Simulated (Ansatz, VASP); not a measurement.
# H3C2N (ionic liquid BMIM+ dicyanamide at 450 K) in two plane-wave programs

Aim: how closely do two programs agree when they are given the same cell, functional and k mesh? Of the first pair: The cell is taken from a series of runs on this material, whose earlier steps may have relaxed, scaled, displaced or heated it; both programs get it as it stands.

Method: plane waves, with VASP 6.6.1 beside it; single point at r2SCAN with D3(BJ), in Ansatz 0.2.0.

## (1) The starting structure

The cell holds 90 atoms: 30 C, 15 N and 45 H. Cell: a = 9.903 Å, b = 9.903 Å, c = 9.903 Å, α = 90.0°, β = 90.0°, γ = 90.0°. As first built, before any earlier steps moved the atoms (in the runner's words): 3 BMIM+, 3 dicyanamide placed at random, at 1.05 g/cm^3; overlaps pushed apart, then 10 ps at 700 K with MMFF94 bonds, angles, torsions, charges and radii (Halgren, J. Comput. Chem. 17, 490 (1996)) in harmonic and 12-6 forms; charges of ions scaled by 0.8. Snapshot after 30 ps at 450 K and fixed volume.

Structure file:

```
C N H
1.0
     9.90267    0.00000    0.00000
     0.00000    9.90267    0.00000
     0.00000    0.00000    9.90267
C N H
30 15 45
Cartesian
  0.3907 9.1481 4.3289
  0.2017 7.6426 4.4884
  8.8339 7.0773 3.8542
  8.7686 7.1700 2.3329
  7.0447 8.9988 2.0293
  6.9913 0.2628 1.3312
  8.6361 1.5371 9.7878
  8.9882 9.2762 1.0233
  7.3131 8.6125 7.1894
  6.9644 9.8397 6.3581
  5.5518 0.4301 6.6315
  5.2059 1.6232 5.7576
  3.4235 2.5961 7.2659
  2.1115 2.9284 7.1158
  0.4534 2.8535 5.2161
  2.8380 2.1523 5.1838
  1.3616 4.2581 1.6801
  2.5196 4.8053 0.8552
  2.8337 6.2617 1.1723
  4.0461 6.8081 0.4310
  3.0653 7.7034 8.1835
  3.1691 7.3717 6.8677
  4.4136 5.6180 5.5572
  4.4278 5.9699 8.0171
  9.5313 5.8545 8.7083
  8.0249 4.4062 7.7922
  6.0937 3.6946 0.7674
  7.2251 3.7119 2.7514
  2.7296 0.3506 1.3025
  3.7880 9.3693 3.1140
  8.2987 8.4651 1.8244
  8.2164 0.4155 0.7163
  3.8540 2.1193 6.0481
  1.7673 2.6430 5.8138
  3.8622 6.8205 8.8776
  4.0219 6.2940 6.7883
  0.0552 6.8654 9.1155
  9.1878 4.6719 8.2881
  7.0110 4.0348 7.3270
  5.5630 3.2536 9.7175
  6.6164 4.3154 1.7706
  7.8019 3.2905 3.6786
  2.0685 0.3367 0.3351
  3.4711 0.4825 2.3652
  4.1504 8.5444 3.8648
  0.5930 9.4282 3.2933
  9.4058 9.6941 4.6560
  1.2380 9.4950 4.9239
  1.0693 7.1201 4.0683
  0.1807 7.3955 5.5538
  7.9483 7.5511 4.2900
  8.7555 6.0155 4.1010
  8.0870 6.4180 1.9335
  9.7451 7.0021 1.8816
  6.3056 8.5162 2.6476
  6.1959 0.9767 1.2049
  7.8977 1.7060 9.0073
  9.6079 1.2986 9.3639
  8.7257 2.4314 0.5002
  0.0939 9.1326 0.6692
  6.6772 7.7651 6.9187
  8.3518 8.3106 7.0534
  7.1662 8.8050 8.2564
  7.0617 9.6097 5.2914
  7.6755 0.7454 6.5625
  5.4579 0.7107 7.6865
  4.8363 9.5295 6.4392
  5.9044 2.4441 5.9222
  5.2239 1.3529 4.7015
  4.0802 2.6589 8.1196
  1.3910 3.3298 7.8076
  9.5947 2.3536 5.8093
  0.2304 3.9174 5.1736
  0.4466 2.4453 4.2114
  2.8803 1.8321 4.1529
  1.2157 3.1927 1.4912
  1.5511 4.3895 2.7501
  0.4256 4.7718 1.4474
  2.2847 4.7074 9.6923
  3.4094 4.1926 1.0265
  3.0447 6.3812 2.2403
  1.9678 6.8910 0.9430
  4.9344 6.2091 0.6328
  4.2545 7.8350 0.7315
  2.5225 8.4883 8.6851
  2.7616 7.8187 5.9785
  3.5734 5.0296 5.1866
  5.2601 4.9711 5.7707
  4.6754 6.3742 4.8213
  5.0989 5.1617 8.2641
```

## (2) VASP: single point, r2SCAN with D3(BJ), pair 1

A single point gives forces, pressure and levels at one fixed geometry, so differences don't come from the geometry; what else differs is listed under the comparison.

Lines of VASP's logs that name or quote its potential files are left out, and so is its time.

Contents of INCAR:

```
SYSTEM = H3C2N
PREC = Accurate
ENCUT = 660
EDIFF = 1E-06
NELM = 120
ISMEAR = 0
SIGMA = 0.01
LREAL = Auto
ALGO = Normal
METAGGA = R2SCAN
IVDW = 12
VDW_S6 = 1
VDW_S8 = 0.78981345
VDW_A1 = 0.49484001
VDW_A2 = 5.73083694
LASPH = .TRUE.
NBANDS = 184
LORBIT = 11
LWAVE = .FALSE.
LCHARG = .FALSE.
ISIF = 2
GGA_COMPAT = .FALSE.
EFERMI = MIDGAP
LMIXTAU = .TRUE.
NCORE = 2
```

Contents of POSCAR:

```
H3C2N
1.0
    9.9026700000      0.0000000000      0.0000000000
    0.0000000000      9.9026700000      0.0000000000
    0.0000000000      0.0000000000      9.9026700000
C N H
30 15 45
Direct
    0.0394500000      0.9238000000      0.4371400000
    0.0203700000      0.7717700000      0.4532500000
    0.8920700000      0.7146900000      0.3892100000
    0.8854800000      0.7240500000      0.2355800000
    0.7113900000      0.9087200000      0.2049200000
    0.7060000000      0.0265400000      0.1344300000
    0.8721000000      0.1552200000      0.9884000000
    0.9076500000      0.9367400000      0.1033400000
    0.7385000000      0.8697100000      0.7260100000
    0.7032900000      0.9936400000      0.6420600000
    0.5606400000      0.0434300000      0.6696700000
    0.5257100000      0.1639200000      0.5814200000
    0.3457100000      0.2621600000      0.7337300000
    0.2132300000      0.2957200000      0.7185700000
    0.0457900000      0.2881500000      0.5267400000
    0.2865900000      0.2173500000      0.5234700000
    0.1375000000      0.4300000000      0.1696600000
    0.2544400000      0.4852500000      0.0863600000
    0.2861600000      0.6323200000      0.1183800000
    0.4085900000      0.6875000000      0.0435200000
    0.3095400000      0.7779100000      0.8263900000
    0.3200200000      0.7444200000      0.6935200000
    0.4457000000      0.5673200000      0.5611800000
    0.4471300000      0.6028600000      0.8095900000
    0.9625000000      0.5912000000      0.8793900000
    0.8103800000      0.4449500000      0.7868800000
    0.6153600000      0.3730900000      0.0774900000
    0.7296100000      0.3748400000      0.2778400000
    0.2756400000      0.0354000000      0.1315300000
    0.3825200000      0.9461400000      0.3144600000
    0.8380300000      0.8548300000      0.1842300000
    0.8297200000      0.0419600000      0.0723300000
    0.3891900000      0.2140100000      0.6107500000
    0.1784700000      0.2669000000      0.5870900000
    0.3900200000      0.6887500000      0.8964900000
    0.4061400000      0.6355900000      0.6855000000
    0.0055700000      0.6932900000      0.9205100000
    0.9278100000      0.4717800000      0.8369600000
    0.7079900000      0.4074500000      0.7399000000
    0.5617700000      0.3285600000      0.9813000000
    0.6681400000      0.4357800000      0.1788000000
    0.7878600000      0.3322800000      0.3714800000
    0.2088800000      0.0340000000      0.0338400000
    0.3505200000      0.0487200000      0.2388400000
    0.4191200000      0.8628400000      0.3902800000
    0.0598800000      0.9520900000      0.3325700000
    0.9498200000      0.9789400000      0.4701800000
    0.1250200000      0.9588300000      0.4972300000
    0.1079800000      0.7190100000      0.4108300000
    0.0182500000      0.7468200000      0.5608400000
    0.8026400000      0.7625300000      0.4332200000
    0.8841600000      0.6074600000      0.4141300000
    0.8166500000      0.6481100000      0.1952500000
    0.9840900000      0.7070900000      0.1900100000
    0.6367600000      0.8599900000      0.2673600000
    0.6256800000      0.0986300000      0.1216700000
    0.7975300000      0.1722800000      0.9095800000
    0.9702300000      0.1311400000      0.9455900000
    0.8811500000      0.2455300000      0.0505100000
    0.0094800000      0.9222400000      0.0675800000
    0.6742800000      0.7841400000      0.6986700000
    0.8433900000      0.8392300000      0.7122700000
    0.7236600000      0.8891500000      0.8337500000
    0.7131100000      0.9704200000      0.5343400000
    0.7750900000      0.0752700000      0.6627000000
    0.5511500000      0.0717700000      0.7762000000
    0.4883800000      0.9623200000      0.6502500000
    0.5962400000      0.2468100000      0.5980400000
    0.5275200000      0.1366200000      0.4747700000
    0.4120300000      0.2685000000      0.8199400000
    0.1404700000      0.3362500000      0.7884300000
    0.9689000000      0.2376700000      0.5866400000
    0.0232700000      0.3955900000      0.5224500000
    0.0451000000      0.2469300000      0.4252800000
    0.2908600000      0.1850100000      0.4193700000
    0.1227600000      0.3224100000      0.1505900000
    0.1566300000      0.4432600000      0.2777100000
    0.0429800000      0.4818700000      0.1461600000
    0.2307200000      0.4753700000      0.9787600000
    0.3442900000      0.4233800000      0.1036600000
    0.3074600000      0.6443900000      0.2262300000
    0.1987100000      0.6958700000      0.0952300000
    0.4982900000      0.6270100000      0.0639000000
    0.4296300000      0.7912000000      0.0738700000
    0.2547300000      0.8571700000      0.8770500000
    0.2788700000      0.7895500000      0.6037300000
    0.3608500000      0.5079000000      0.5237600000
    0.5311800000      0.5020000000      0.5827400000
    0.4721400000      0.6436800000      0.4868700000
    0.5149000000      0.5212400000      0.8345300000
```

Contents of KPOINTS:

```
Automatic mesh
0
Gamma
1 1 1
0 0 0
```

Potentials, in the order of the species: C, N and H (PBE family, release 64).

The run is started by

```console
> mpirun -np 8 vasp_gam
```

Numbers of over 12 decimals in the logs are rounded to 6 here.

Log:

```text
[banner, memory and clock lines left out]
running    8 mpi-ranks, on    1 nodes
[...]
|                                                                             |
|               ----> ADVICE to this user running VASP <----                  |
|                                                                             |
|     You enforced a specific xc type in the INCAR file but a different       |
|     [... a line on the potential file left out ...]
|     I HOPE YOU KNOW WHAT YOU ARE DOING!                                     |
|                                                                             |

 LDA part: xc-table for (None), standard interpolation
 POSCAR, INCAR and KPOINTS ok, starting setup
[...]
entering main loop
       N       E                     dE             d eps       ncg     rms          rms(c)
DAV:   1     0.193975165461E+04    0.19398E+04   -0.14134E+05   368   0.148E+03
DAV:   2    -0.445096558038E+03   -0.23848E+04   -0.22405E+04   480   0.320E+02
DAV:   3    -0.696122161296E+03   -0.25103E+03   -0.24874E+03   464   0.112E+02
DAV:   4    -0.702359907591E+03   -0.62377E+01   -0.62062E+01   456   0.191E+01
[...]
DAV:  22    -0.593052192141E+03   -0.55286E-04   -0.40353E-05   384   0.233E-02    0.188E-03
DAV:  23    -0.593052196480E+03   -0.43394E-05   -0.50194E-06   384   0.800E-03    0.158E-03
DAV:  24    -0.593052197244E+03   -0.76411E-06   -0.18975E-06   288   0.515E-03
   1 F= -.59554980E+03 E0= -.59554980E+03  d E =0.000000E+00
```

OUTCAR, selected parts (step 2):

```text
  FREE ENERGIE OF THE ION-ELECTRON SYSTEM (eV)
  ---------------------------------------------------
  free  energy   TOTEN  =      -595.5498037804 eV

  energy  without entropy=     -595.5498037804  energy(sigma->0) =     -595.54980378

[... 1 further part left out ...]
```

The run ends at a pressure of -0.16 GPa, with forces up to 0.75 eV/Å.

(Continued in part 2 of 4.)

[Lines on the potential files, build, host, timing and source positions are cut from VASP's logs without a mark.]

[Logs are printed without paths, hosts, clocks, repeated set-up lines and the standing remarks that a program may print on its own settings, such as how far it seeks lower states.]

[Hosts, paths, dates, database ids (printed as entryN), source tags and the programs' standing remarks are cut or masked in the printed files.]

[The MMFF94 radii named for the starting cell were scaled by 0.96; in molecules described by MMFF94, hydrogen bound to N, O or S took a small fixed 12-6 site in their place.]
